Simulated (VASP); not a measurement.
Output of a VASP run:

File OSZICAR:
```
...
       N       E                     dE             d eps       ncg     rms          rms(c)
DAV:   1    -0.565502260138E+02   -0.46472E+00   -0.21267E+01  2152   0.524E+01    0.793E+00
DAV:   2    -0.559934344739E+02    0.55679E+00   -0.23850E+00  2216   0.153E+01    0.324E+00
DAV:   3    -0.558637152926E+02    0.12972E+00   -0.83695E-01  1800   0.691E+00    0.715E-01
DAV:   4    -0.558763157733E+02   -0.12600E-01   -0.17572E-01  2040   0.222E+00    0.542E-01
DAV:   5    -0.558789521388E+02   -0.26364E-02   -0.65898E-03  2360   0.705E-01    0.392E-01
DAV:   6    -0.558876829122E+02   -0.87308E-02   -0.14037E-02  2392   0.654E-01    0.176E-01
DAV:   7    -0.558887635767E+02   -0.10807E-02   -0.38672E-03  2536   0.368E-01    0.776E-02
DAV:   8    -0.558890152479E+02   -0.25167E-03   -0.60365E-04  2256   0.209E-01    0.298E-02
DAV:   9    -0.558890238039E+02   -0.85560E-05   -0.17456E-04  2572   0.794E-02    0.116E-02
DAV:  10    -0.558890242695E+02   -0.46565E-06   -0.90240E-06  1924   0.246E-02
   2 F= -.52269117E+02 E0= -.52269117E+02  d E =0.248187E-01
       N       E                     dE             d eps       ncg     rms          rms(c)
DAV:   1    -0.562757521528E+02   -0.38673E+00   -0.78496E+00  2152   0.330E+01    0.481E+00
DAV:   2    -0.560748423769E+02    0.20091E+00   -0.95126E-01  2164   0.995E+00    0.193E+00
DAV:   3    -0.560280289533E+02    0.46813E-01   -0.31947E-01  1688   0.377E+00    0.456E-01
DAV:   4    -0.560293500763E+02   -0.13211E-02   -0.66452E-02  2344   0.141E+00    0.389E-01
DAV:   5    -0.560311427195E+02   -0.17926E-02   -0.32532E-03  2064   0.554E-01    0.233E-01
DAV:   6    -0.560345061589E+02   -0.33634E-02   -0.68646E-03  2704   0.390E-01    0.118E-01
DAV:   7    -0.560347271707E+02   -0.22101E-03   -0.34488E-04  2000   0.117E-01    0.844E-02
DAV:   8    -0.560348440810E+02   -0.11691E-03   -0.31318E-04  1972   0.163E-01    0.152E-02
DAV:   9    -0.560348472320E+02   -0.31510E-05   -0.36683E-05  2576   0.369E-02    0.688E-03
DAV:  10    -0.560348467871E+02    0.44490E-06   -0.26252E-06  1664   0.114E-02
   3 F= -.52311456E+02 E0= -.52311456E+02  d E =-.175203E-01
       N       E                     dE             d eps       ncg     rms          rms(c)
DAV:   1    -0.560335298408E+02    0.13174E-02   -0.13501E-03  2188   0.424E-01    0.610E-02
DAV:   2    -0.560334969948E+02    0.32846E-04   -0.16314E-04  2284   0.124E-01    0.255E-02
DAV:   3    -0.560334888825E+02    0.81124E-05   -0.50572E-05  1760   0.506E-02    0.513E-03
DAV:   4    -0.560334897953E+02   -0.91283E-06   -0.10669E-05  1644   0.163E-02    0.467E-03
DAV:   5    -0.560334901352E+02   -0.33987E-06   -0.46733E-07   952   0.790E-03
   4 F= -.52311454E+02 E0= -.52311454E+02  d E =-.175188E-01
       N       E                     dE             d eps       ncg     rms          rms(c)
DAV:   1    -0.560330319663E+02    0.45783E-03   -0.59197E-01  1680   0.660E+00    0.433E-01
DAV:   2    -0.560315306188E+02    0.15013E-02   -0.21077E-02  1880   0.134E+00    0.262E-01
DAV:   3    -0.560302804553E+02    0.12502E-02   -0.33954E-03  1880   0.469E-01    0.900E-02
DAV:   4    -0.560301941682E+02    0.86287E-04   -0.78860E-04  2576   0.242E-01    0.455E-02
DAV:   5    -0.560301927428E+02    0.14254E-05   -0.96951E-05  2232   0.978E-02    0.231E-02
DAV:   6    -0.560301950919E+02   -0.23491E-05   -0.11862E-05  2340   0.302E-02    0.600E-03
DAV:   7    -0.560301951972E+02   -0.10529E-06   -0.13748E-06  1184   0.126E-02
   5 F= -.52312828E+02 E0= -.52312828E+02  d E =-.137339E-02
```

**OUTCAR**
```
------------------------ aborting loop because EDIFF is reached ----------------------------------------
  FORCE on cell =-STRESS in cart. coord.  units (eV):
  Direction    XX          YY          ZZ          XY          YZ          ZX
  --------------------------------------------------------------------------------------
  Total        3.7134533      3.7134533      3.7835895     -0.0000000      0.0000000      0.0000000
  in kB       99.8947024     99.8947024    101.7814183     -0.0000000      0.0000000      0.0000000
  external PRESSURE =       0.5236077 kB  Pullay stress =     100.0000000 kB
  volume of cell :       59.56
      direct lattice vectors                 reciprocal lattice vectors
     4.518919367 -0.000000000  0.000000000     0.221291844  0.000000000  0.000000000
    -0.000000000  4.518919367  0.000000000     0.000000000  0.221291844  0.000000000
     0.000000000  0.000000000  2.916600252     0.000000000  0.000000000  0.342864950
 POSITION                                       TOTAL-FORCE (eV/Angst)
 -----------------------------------------------------------------------------------
     -0.00000      0.00000      0.00000         0.000000     -0.000000     -0.000000
      2.25946      2.25946      1.45830         0.000000     -0.000000     -0.000000
      1.36939      1.36939      0.00000         0.004324      0.004324      0.000000
      3.62885      0.89007      1.45830         0.004324     -0.004324     -0.000000
      0.89007      3.62885      1.45830        -0.004324      0.004324     -0.000000
      3.14953      3.14953      2.91660        -0.004324     -0.004324     -0.000000
 -----------------------------------------------------------------------------------
    total drift:                               -0.000000      0.000000      0.000000
  FREE ENERGIE OF THE ION-ELECTRON SYSTEM (eV)
  ---------------------------------------------------
  free  energy   TOTEN  =       -56.0301951972 eV

  energy  without entropy=      -56.0301951972  energy(sigma->0) =      -56.03019520
  enthalpy is  TOTEN    =       -52.3128275851 eV   P V=        3.7173676121

 reached required accuracy - stopping structural energy minimisation
```
(Selected blocks of OUTCAR.)

### POSCAR
```
TiO2
1
    4.5549459257     0.0000000000     0.0000000000
    0.0000000000     4.5549459257     0.0000000000
    0.0000000000     0.0000000000     2.9279460224
Ti O
2 4
Direct
  0.0000000000   0.0000000000   0.0000000000
  0.5000000000   0.5000000000   0.5000000000
  0.3036666157   0.3036666157   0.0000000000
  0.8036666157   0.1963333843   0.5000000000
  0.1963333843   0.8036666157   0.5000000000
  0.6963333843   0.6963333843   0.0000000000
```

Problem. Reconstruct the remaining input files.

Solution. One answer among several that fit: the input of the run itself, PBEsol GGA, plane waves, VASP's PBE PAW potentials (set 64).

**INCAR**
```
ALGO = Normal
EDIFF = 1E-6
EDIFFG = -0.02
ENCUT = 620
GGA = PS
IBRION = 2
ISIF = 3
ISMEAR = 0
LASPH = .TRUE.
LCHARG = .FALSE.
LMAXMIX = 4
LREAL = .FALSE.
LWAVE = .FALSE.
NELM = 100
NSW = 40
PREC = Accurate
PSTRESS = 100
SIGMA = 0.05
SYSTEM = TiO2
```

**KPOINTS**
```
Automatic
0
gamma
5 5 8
```

POTCAR, in this order: Ti_sv O (PBE.64 set). Program: vasp_std.

The compound is TiO2 in the rutile structure. This run relaxes it under an external pressure of 10 GPa. Symmetry was kept, so distortions that lower it aren't found.
